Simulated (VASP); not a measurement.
Consider the following.

```
AlN
1.0
    0.00000     2.01695     2.01695
    2.01695     0.00000     2.01695
    2.01695     2.01695     0.00000
N Al
1 1
Cartesian
  0.00000   0.00000   0.00000
  2.01695   2.01695   2.01695
```

The numbers are results of r2SCAN meta-GGA, VASP's PBE PAW potentials (set 64) (plane waves; VASP), not measurements. Numerical set-up: 520 eV cut-off, 13×13×13 Γ-centred mesh, tetrahedra with Blöchl corrections, potentials N Al.

**Question.** What does the run give for the energy per atom (σ→0), band gap (over mesh and band path) with the smallest direct gap where there is one?

**Answer.** 
```json
{
 "band gap (over mesh and band path)": "5.56 eV",
 "smallest direct gap (over mesh and band path)": "6.62 eV",
 "energy per atom (σ→0)": "-9.449 eV/atom"
}
```

The absolute energy has meaning only against runs of the same code, potentials and settings.

The structure was generated: AlN was put into the rocksalt type (Fm-3m), which need not be its known phase. It was relaxed first.
